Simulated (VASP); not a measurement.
Input:

```yaml
crystal:
  lattice:
    - [0.00000, 2.40303, 2.40303]
    - [2.40303, 0.00000, 2.40303]
    - [2.40303, 2.40303, 0.00000]
  atoms:
    - { symbol: Na, position: [0.00000, 0.00000, 0.00000] }
    - { symbol: H, position: [0.50000, 0.50000, 0.50000] }
```

Calculation: TPSS meta-GGA, VASP's PBE PAW potentials (set 64) (plane waves; VASP 6.6.1). Settings: 520 eV cut-off, 11×11×11 Γ-centred mesh, tetrahedra with Blöchl corrections, potentials Na_pv H.

Predict the energy per atom (σ→0), band gap (over mesh and band path) with the smallest direct gap where there is one.

```json
{
 "band gap (over mesh and band path)": "4.15 eV",
 "smallest direct gap (over mesh and band path)": "5.01 eV",
 "energy per atom (σ→0)": "-4.399 eV/atom"
}
```

Total energies compare only between runs with the same potentials, cut-off and functional.

The compound is NaH in the rock salt structure. It was relaxed first.
